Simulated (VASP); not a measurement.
# LiMo (P-6m2) in VASP: relaxation of cell and atoms with PBE

Aim: the relaxation of cell and atoms of LiMo with PBE.

Everything below comes from runs of VASP 6.6.1. Logs are shortened: lines on timing, memory, paths and dates and some standing lists are left out, and cuts for length are marked.

## Step 1: The structure

The structure is hexagonal, space group P-6m2 (No. 187). The conventional cell has a = 2.673 Å, b = 2.673 Å, c = 5.005 Å, α = 90.00°, β = 90.00°, γ = 120.00°. Li (site symmetry -6m2) has 6 Li at 2.67 Å and 6 Mo at 2.94 Å as nearest neighbours. Around Mo (site symmetry -6m2) lie 6 Mo at 2.67 Å and 6 Li at 2.94 Å.

The cell was built by a generator and needn't be a form met in nature.

## Step 2: Relaxation of cell and atoms, PBE

The input, INCAR:

```
  PREC = Accurate
  ENCUT = 600
  EDIFF = 1E-6
  ISMEAR = 1
  SIGMA = 0.2
  LREAL = False
  LASPH = True
  NELM = 100
  ALGO = Normal
  ISIF = 3
  LWAVE = False
  LCHARG = False
  GGA = PE
  IBRION = 2
  NSW = 40
  EDIFFG = -0.01
```

The input, KPOINTS:

```
regular mesh
0
Gamma
  11 11 6
```

The input, POSCAR:

```
LiMo
1.0
    2.6734600000      0.0000000000      0.0000000000
   -1.3367300000      2.3152800000      0.0000000000
    0.0000000000      0.0000000000      5.0047100000
Li Mo
1 1
Direct
    0.0000000000      0.0000000000      0.0000000000
    0.3333300000      0.6666700000      0.5000000000
```

Potentials or basis: VASP PAW PBE potentials, release 64 (Li_sv, Mo_sv).

The run is started by

```
$ cat potpaw_PBE.64/Li_sv/POTCAR potpaw_PBE.64/Mo_sv/POTCAR > POTCAR
$ mpirun -np 1 vasp_std > vasp.out
```

OUTCAR:

```text
PREC = Accurate
   ENCUT = 600
   EDIFF = 1E-6
   ISMEAR = 1
   LREAL = False
   LASPH = True
   NELM = 100
   ISIF = 3
   GGA = PE
   IBRION = 2
   NSW = 40
   EDIFFG = -0.01

 ion  position               nearest neighbor table
   1  0.000  0.000  0.000-   2 2.94   2 2.94   2 2.94   2 2.94   2 2.94   2 2.94
   2  0.333  0.667  0.500-   1 2.94   1 2.94   1 2.94   1 2.94   1 2.94   1 2.94

  LATTYP: Found a hexagonal cell.
 ALAT       =     2.6734600000
 C/A-ratio  =     1.8719973368

  Lattice vectors:

 A1 = (   2.6734600000,   0.0000000000,   0.0000000000)
 A2 = (  -1.3367300000,   2.3152800000,   0.0000000000)
 A3 = (   0.0000000000,   0.0000000000,   5.0047100000)

Analysis of symmetry for initial positions (statically):
=====================================================================
 Subroutine PRICEL returns:
 Original cell was already a primitive cell.

 Routine SETGRP: Setting up the symmetry group for a
 hexagonal supercell.

 Subroutine GETGRP returns: Found  4 space group operations
 (whereof  4 operations were pure point group operations)
 out of a pool of 24 trial point group operations.

The static configuration has the point symmetry C_2v.

Analysis of symmetry for dynamics (positions and initial velocities):
=====================================================================
 Subroutine PRICEL returns:
 Original cell was already a primitive cell.

 Routine SETGRP: Setting up the symmetry group for a
 hexagonal supercell.

 Subroutine GETGRP returns: Found  4 space group operations
 (whereof  4 operations were pure point group operations)
 out of a pool of 24 trial point group operations.

The dynamic configuration has the point symmetry C_2v.

 Subroutine INISYM returns: Found  4 space group operations
 (whereof  4 operations are pure point group operations),
 and found     1 'primitive' translations

----------------------------------------------------------------------------------------

                                     Primitive cell

  volume of cell :      30.9782

  direct lattice vectors                    reciprocal lattice vectors
     2.673460000  0.000000000  0.000000000     0.374047115  0.215956601  0.000000000
    -1.336730000  2.315280000  0.000000000     0.000000000  0.431913203  0.000000000
     0.000000000  0.000000000  5.004710000     0.000000000  0.000000000  0.199811777

  length of vectors
     2.673460000  2.673456297  5.004710000     0.431912604  0.431913203  0.199811777

  position of ions in fractional coordinates (direct lattice)
     0.000000000  0.000000000  0.000000000
     0.333330000  0.666670000  0.500000000

  ion indices of the primitive-cell ions
   primitive index   ion index
                 1           1
                 2           2

----------------------------------------------------------------------------------------

 KPOINTS: regular mesh

Automatic generation of k-mesh.
 Grid dimensions read from file:
 generate k-points for:   11   11    6

 Generating k-lattice:

  Cartesian coordinates                     Fractional coordinates (reciprocal lattice)
     0.034004283  0.019632418  0.000000000     0.090909091  0.000000000  0.000000000
     0.000000000  0.039264837  0.000000000     0.000000000  0.090909091  0.000000000
     0.000000000  0.000000000  0.033301963     0.000000000  0.000000000  0.166666667

  Length of vectors
     0.039264782  0.039264837  0.033301963

  Shift w.r.t. Gamma in fractional coordinates (k-lattice)
     0.000000000  0.000000000  0.000000000

 Subroutine IBZKPT returns following result:
 ===========================================

 Found    144 irreducible k-points:

 Following reciprocal coordinates:
            Coordinates               Weight
  0.000000  0.000000  0.000000      1.000000
  0.090909  0.000000  0.000000      4.000000
 -0.090909  0.090909  0.000000      2.000000
  0.181818  0.000000  0.000000      4.000000
 -0.181818  0.181818  0.000000      2.000000
  0.272727 -0.000000  0.000000      4.000000
[... 16 lines left out ...]
  0.454545  0.090909  0.000000      4.000000
  0.454545  0.454545  0.000000      2.000000
 [... further k-points ...]
   k-points           NKPTS =    144   k-points in BZ     NKDIM =    144   number of bands    NBANDS=     12
   number of dos      NEDOS =    301   number of ions     NIONS =      2
   total plane-waves  NPLWV =  23040
   dimension x,y,z NGX =    24 NGY =   24 NGZ =   40
   dimension x,y,z NGXF=    48 NGYF=   48 NGZF=   80
   ions per type =               1   1
   NGX,Y,Z   is equivalent  to a cutoff of  14.92, 14.92, 13.29 a.u.
   NGXF,Y,Z  is equivalent  to a cutoff of  29.85, 29.85, 26.57 a.u.
 SYSTEM =  unknown system
   PREC   = accura    normal or accurate (medium, high low for compatibility)
   ISTART =      0    job   : 0-new  1-cont  2-samecut
   ICHARG =      2    charge: 1-file 2-atom 10-const
   ISPIN  =      1    spin polarized calculation?
   LNONCOLLINEAR =      F non collinear calculations
   LSORBIT =      F    spin-orbit coupling
   LASPH  =      T    aspherical Exc in radial PAW
   ENCUT  =  600.0 eV  44.10 Ry    6.64 a.u.   5.34  5.34 10.00*2*pi/ulx,y,z
   NELM   =    100;   NELMIN=  2; NELMDL= -5     # of ELM steps
   EDIFF  = 0.1E-05   stopping-criterion for ELM
   LREAL  =      F    real-space projection
   EDIFFG = -.1E-01   stopping-criterion for IOM
   NSW    =     40    number of steps for IOM
   IBRION =      2    ionic relax: 0-MD 1-quasi-New 2-CG
   NFREE  =      1    steps in history (QN), initial steepest desc. (CG)
   ISIF   =      3    stress and relaxation
   ISYM   =      2    0-nonsym 1-usesym 2-fastsym
   POTIM  = 0.5000    time-step for ionic-motion
   TEBEG  =    0.0;   TEEND  =   0.0 temperature during run
   PSTRESS=    0.0 pullay stress
   NELECT =      17.0000    total number of electrons
   NUPDOWN=      -1.0000    fix difference up-down
   EMIN   =  10.00;   EMAX   =-10.00  energy-range for DOS
   EFERMI =   0.00;   METHOD = LEGACY
   ISMEAR =     1;   SIGMA  =   0.20  broadening in eV -4-tet -1-fermi 0-gaus
   EFERMI_NEDOS =   21; number of points for ismear=-14 and -15
   IALGO  =     38    algorithm
   IMIX   =      4    mixing-type and parameters
     AMIX     =   0.40;   BMIX     =  1.00
     AMIX_MAG =   1.60;   BMIX_MAG =  1.00
  volume/ion in A,a.u.               =      15.49       104.53
  Fermi-wavevector in a.u.,A,eV,Ry     =   1.340312  2.532822 24.441983  1.796435
  Thomas-Fermi vector in A             =   2.468634
   LORBIT       =      0    0 simple, 1 ext, 2 COOP (PROOUT), +10 PAW based schemes
   GGA     = PE    functional components
   LHFCALC =     F    Hartree Fock is set to
   AEXX    =    0.0000 exact exchange contribution
   IVDW    =     0    specifies the selected vdW correction
   LEPSILON=     F    determine dielectric tensor
   LRPA    =     F    only Hartree local field effects (RPA)
 conjugate gradient relaxation of ions
 non-spin polarized calculation
 Methfessel and Paxton  Order N= 1 SIGMA  =   0.20
  energy-cutoff  :      600.00
  volume of cell :       30.98
 maximum number of plane-waves:      1075
 NGX is ok and might be reduce to    24
   NGX = 11   NGY = 11   NGZ = 19

--------------------------------------- Ionic step        1  -------------------------------------------

 number of electron      17.0000003 magnetization

 Free energy of the ion-electron system (eV)
  ---------------------------------------------------
  ext. energy  EPLUGINS =         0.00000000
  ---------------------------------------------------
  free energy    TOTEN  =       -11.93615924 eV

  energy without entropy =      -11.93077512  energy(sigma->0) =      -11.93436453

------------------------ aborting loop because EDIFF is reached ----------------------------------------

  FORCE on cell =-STRESS in cart. coord.  units (eV):
  Direction    XX          YY          ZZ          XY          YZ          ZX
  --------------------------------------------------------------------------------------
  -------------------------------------------------------------------------------------
  Total        0.2783133      0.2782604      0.0006437     -0.0000448      0.0000000      0.0000000
  in kB       14.3942268     14.3914958      0.0332897     -0.0023190      0.0000000      0.0000000
  external PRESSURE =       9.6063374 kB  Pullay stress =       0.0000000 kB
[... 57 lines left out ...]
  energy  without entropy=      -11.9314477226  energy(sigma->0) =      -11.93479145

--------------------------------------- Ionic step        3  -------------------------------------------

 number of electron      17.0000004 magnetization

 Free energy of the ion-electron system (eV)
  ---------------------------------------------------
  ext. energy  EPLUGINS =         0.00000000
  ---------------------------------------------------
  free energy    TOTEN  =       -11.93715176 eV

  energy without entropy =      -11.93196625  energy(sigma->0) =      -11.93542326

 E-fermi :   6.4496     XC(G=0): -10.6580

 val. band max:        6.4367374143   @ k =   0.2727   0.2727   0.1667
 cond. band min:       6.4636718344   @ k =  -0.3636   0.2727   0.0000
 fundamental gap:      0.0269344200
 Fermi energy:         6.4495692638

 k-point     1 :       0.0000    0.0000    0.0000
  band No.  band energies     occupation
      1     -54.2955      2.00000
      2     -38.8228      2.00000
      3     -28.4232      2.00000
      4     -27.4580      2.00000
      5     -27.4580      2.00000
      6       1.0538      2.00000
      7       3.3271      2.00000
      8       6.2035      2.07091
      9       6.2036      2.07091
     10       6.2467      2.05312
     11       9.4064     -0.00000
     12       9.4064     -0.00000
[... 331 lines left out ...]
 k-point    24 :       0.4545    0.4545    0.0000
  band No.  band energies     occupation
      1     -54.0186      2.00000
      2     -38.7699      2.00000
      3     -28.9819      2.00000
      4     -28.1668      2.00000
      5     -27.9059      2.00000
      6       2.6436      2.00000
      7       3.6923      2.00000
      8       5.8482      2.00018
      9       7.7718     -0.00000
     10       8.3111     -0.00000
     11      11.1135      0.00000
     12      12.7975      0.00000

 [... further k-points ...]

------------------------ aborting loop because EDIFF is reached ----------------------------------------

  FORCE on cell =-STRESS in cart. coord.  units (eV):
  Direction    XX          YY          ZZ          XY          YZ          ZX
  --------------------------------------------------------------------------------------
  -------------------------------------------------------------------------------------
  Total       -0.0031546     -0.0032365     -0.0098618     -0.0000710      0.0000000      0.0000000
  in kB       -0.1619655     -0.1661733     -0.5063295     -0.0036445      0.0000000      0.0000000
  external PRESSURE =      -0.2781561 kB  Pullay stress =       0.0000000 kB
[... 17 lines left out ...]
  FREE ENERGIE OF THE ION-ELECTRON SYSTEM (eV)
  ---------------------------------------------------
  free  energy   TOTEN  =       -11.9371517565 eV

  energy  without entropy=      -11.9319662520  energy(sigma->0) =      -11.93542326

 reached required accuracy - stopping structural energy minimisation
```

Wall time 51 s (1 thread of Intel Xeon Platinum 8488C (Sapphire Rapids), shared host); peak memory 0.22 GiB.

What came out:

```
Free energy                            : -11.9372 eV
Relaxed volume                         : 15.60 Å³/atom
Relaxed cell                           : a = 2.683 Å, b = 2.683 Å, c = 5.005 Å, α = 90.00°, β = 90.00°, γ = 120.00°
Space group after relaxing (to 0.05 Å) : P-6m2 (No. 187)
Energy gained by relaxing              : 0.5 meV/atom
Ionic steps                            : 3
Pressure after relaxing                : 0.0 GPa
Band gap on the k mesh                 : none (metal or under the smearing width)
```

The path:
```csv
step,energy change (eV),largest force (eV/Å),pressure (GPa),volume (Å³)
1,0.0000,0.0000,0.96,30.98
2,-0.0003,0.0000,-0.83,31.40
3,-0.0010,0.0000,-0.03,31.21
```

Final structure:
```
Li Mo
1.0
     2.68324    0.00000    0.00000
    -1.34162    2.32375    0.00000
     0.00000    0.00000    5.00475
Li Mo
1 1
Direct
  0.00000 0.00000 0.00000
  0.33333 0.66667 0.50000
```

Levels at points of the mesh, in eV from the Fermi level:
| k point | band 7 | band 8 | band 9 | band 10 | band 11 | band 12 |
| --- | --- | --- | --- | --- | --- | --- |
| (0.00, 0.00, 0.00) | -3.12 | -0.25 | -0.25 | -0.20 | 2.96 | 2.96 |
| (0.00, 0.00, 0.50) | -2.33 | -2.16 | -0.24 | -0.24 | 2.94 | 2.94 |

Caveat: the cutoff is under 1.25 times the usual one of these potentials, so pressure, stress and relaxed cells hold a basis-set (Pulay) error.

## Step 3: For comparison

An earlier run on the cell as given: functional PBE; potentials or basis VASP PAW PBE potentials, release 64 (Li_sv, Mo_sv); cutoff 520 eV; k mesh 11 × 11 × 6; occupations fermi-dirac, width 0.05 eV; no spin polarisation.

* Band gap on the k mesh: none (metal or under the smearing width)
